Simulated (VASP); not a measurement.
AgB4:

```
CELL_PARAMETERS angstrom
3.03213 0.00000 0.00000
-1.51607 2.62591 0.00000
0.00000 0.00000 5.69874
ATOMIC_POSITIONS crystal
Ag 0.00000 0.00000 0.00000
B 0.33333 0.66667 0.66495
B 0.66667 0.33333 0.66495
B 0.33333 0.66667 0.33505
B 0.66667 0.33333 0.33505
```

The cell was built by a generator and needn't be a form met in nature.

```yaml
Program: VASP 6.6.1
Task: relaxation of cell and atoms
Functional: PBE
Potentials_or_basis: VASP PAW PBE potentials, release 64 (Ag, B)
Cutoff: 600 eV
k_mesh: 7 × 7 × 4
Occupations: fermi-dirac, width 0.05 eV
Spin: no spin polarisation
```

At the start: pressure 5.2 GPa; volume 9.07 Å³/atom.

Task: How do energy, volume and symmetry change on relaxing?

Result: Over 11 steps the energy falls by 6.8 meV/atom and the volume is 9.46 Å³/atom (+4.2 %); space group P6/mmm (No. 191, to 0.05 Å).

Step by step:
```csv
step,energy change (eV),largest force (eV/Å),pressure (GPa),volume (Å³)
1,0.0000,0.0464,5.21,45.37
2,-0.0205,0.0416,-2.11,47.34
3,-0.0236,0.0176,-0.25,46.81
4,-0.0290,0.0785,-0.27,46.95
5,-0.0299,0.1079,-0.23,47.02
6,-0.0300,0.1185,-0.25,47.04
7,-0.0322,0.0489,0.26,46.98
8,-0.0327,0.0010,0.63,46.93
9,-0.0332,0.0299,-0.13,47.20
10,-0.0332,0.0279,-0.09,47.18
11,-0.0338,0.0003,-0.13,47.28
```

Final structure:
```xyz
5
Lattice="3.0382 0.0000 0.0000 -1.5191 2.6312 0.0000 0.0000 0.0000 5.9148" Properties=species:S:1:pos:R:3 pbc="T T T"
Ag    0.0000    0.0000    0.0000
B     0.0000    1.7541    3.9193
B     1.5191    0.8771    3.9193
B     0.0000    1.7541    1.9955
B     1.5191    0.8771    1.9955
```
